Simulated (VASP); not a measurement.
Output of a VASP run:

OSZICAR:
```
       N       E                     dE             d eps       ncg     rms          rms(c)
DAV:   1     0.318913234494E+02    0.31891E+02   -0.92075E+03  3720   0.143E+03
DAV:   2    -0.281481290102E+02   -0.60039E+02   -0.56395E+02  4584   0.259E+02
DAV:   3    -0.300030478038E+02   -0.18549E+01   -0.18274E+01  4924   0.344E+01
DAV:   4    -0.300170204738E+02   -0.13973E-01   -0.13957E-01  4448   0.328E+00
DAV:   5    -0.300171601252E+02   -0.13965E-03   -0.13963E-03  4860   0.266E-01    0.554E+01
DAV:   6    -0.279079136904E+02    0.21092E+01   -0.47855E+00  4580   0.145E+01    0.400E+01
DAV:   7    -0.278687505417E+02    0.39163E-01   -0.16429E+00  4728   0.890E+00    0.109E+01
DAV:   8    -0.277965205403E+02    0.72230E-01   -0.48346E-01  4472   0.496E+00    0.174E+00
DAV:   9    -0.277923729600E+02    0.41476E-02   -0.32248E-02  4388   0.143E+00    0.290E-01
DAV:  10    -0.277922979135E+02    0.75046E-04   -0.87511E-04  4584   0.262E-01    0.346E-01
DAV:  11    -0.277922964050E+02    0.15085E-05   -0.10591E-04  4592   0.804E-02    0.167E-01
DAV:  12    -0.277922928591E+02    0.35458E-05   -0.10037E-05  4628   0.271E-02    0.234E-02
DAV:  13    -0.277922929891E+02   -0.13000E-06   -0.39751E-07  4512   0.615E-03    0.354E-03
DAV:  14    -0.277922929912E+02   -0.20486E-08   -0.55914E-09  2652   0.706E-04
   1 F= -.27792293E+02 E0= -.27792148E+02  d E =-.434983E-03
```

File OUTCAR:
```
------------------------ aborting loop because EDIFF is reached ----------------------------------------
  FORCE on cell =-STRESS in cart. coord.  units (eV):
  Direction    XX          YY          ZZ          XY          YZ          ZX
  --------------------------------------------------------------------------------------
  Total        0.0397934      0.1160039      0.2474901      0.0000000      0.0000000      0.0000000
  in kB        2.1829252      6.3635680     13.5764442      0.0000000      0.0000000      0.0000000
  external PRESSURE =       7.3743124 kB  Pullay stress =       0.0000000 kB
  volume of cell :       29.21
      direct lattice vectors                 reciprocal lattice vectors
     1.562287017 -2.705960719  0.000000000     0.320043625 -0.184777257  0.000000000
     1.562287017  2.705960719  0.000000000     0.320043625  0.184777257  0.000000000
     0.000000000  0.000000000  3.454380033     0.000000000  0.000000000  0.289487546
 POSITION                                       TOTAL-FORCE (eV/Angst)
 -----------------------------------------------------------------------------------
      1.56229     -2.60596      0.00000         0.000000     -1.441299      0.000000
      1.56229      0.90199      1.72719         0.000000      0.680491      0.000000
      1.56229     -0.90199      1.72719         0.000000      0.760808      0.000000
 -----------------------------------------------------------------------------------
    total drift:                               -0.000000      0.000000     -0.000000
  FREE ENERGIE OF THE ION-ELECTRON SYSTEM (eV)
  ---------------------------------------------------
  free  energy   TOTEN  =       -27.7922929912 eV

  energy  without entropy=      -27.7918580084  energy(sigma->0) =      -27.79214800
```
(Selected blocks of OUTCAR.)

File POSCAR:
```
HfB2
1
    1.5622870174    -2.7059607188     0.0000000000
    1.5622870174     2.7059607188    -0.0000000000
    0.0000000000     0.0000000000     3.4543800327
Hf B
1 2
Direct
 -0.0184777257   0.0184777257   0.0000000000
  0.3333330000   0.6666670000   0.5000000000
  0.6666670000   0.3333330000   0.5000000000
```

### Question
Reconstruct the remaining input files.

### Answer
This is not unique; one that fits is the input of the run itself, PBEsol GGA, plane waves, VASP's PBE PAW potentials (set 64).

INCAR:
```
SYSTEM = HfB2
PREC = Accurate
ENCUT = 600
EDIFF = 1E-7
NELM = 100
ALGO = Normal
LREAL = .FALSE.
LASPH = .TRUE.
ISMEAR = 1
SIGMA = 0.1
GGA = PS
LMAXMIX = 6
LWAVE = .FALSE.
LCHARG = .FALSE.
ISIF = 2
```

File KPOINTS:
```
Automatic mesh
0
gamma
  10 10 8
0 0 0
```

POTCAR, in this order: Hf_pv B (PBE.64 set). Program: vasp_std.

The compound is HfB2 in the AlB2 type structure. This cell was strained or had an atom moved on purpose.
